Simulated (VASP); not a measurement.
## VASP inputs for YSb (zincblende)

INCAR

```
ISMEAR = -1
NELM = 120
SIGMA = 0.02
LCHARG = .FALSE.
ENCUT = 600
EDIFFG = -5E-3
IBRION = 2
LREAL = .FALSE.
NSW = 40
ISIF = 3
NBANDS = 15
PREC = Accurate
GGA = PS
LWAVE = .FALSE.
EDIFF = 1E-7
LASPH = .TRUE.
```

KPOINTS

```
KPOINTS created by Atomic Simulation Environment
0
Gamma
6 6 6
0 0 0
```

POSCAR

```
Y  Sb
 1.0000000000000000
     0.0000000000000000    3.4765685986785990    3.4765685986785990
     3.4765685986785990   -0.0000000000000000    3.4765685986785990
     3.4765685986785990    3.4765685986785990    0.0000000000000000
 Y   Sb
   1   1
Cartesian
 -0.0000000000000000  0.0000000000000000  0.0000000000000000
  1.7382842993392995  1.7382842993392995  1.7382842993392995
```

VASP ran with the recommended PBE PAW datasets (16 valence electrons in the cell).

What does this run give?

relaxed cell vector lengths 4.853, 4.853, 4.853 Å; relaxed cell volume 80.84 Å³.
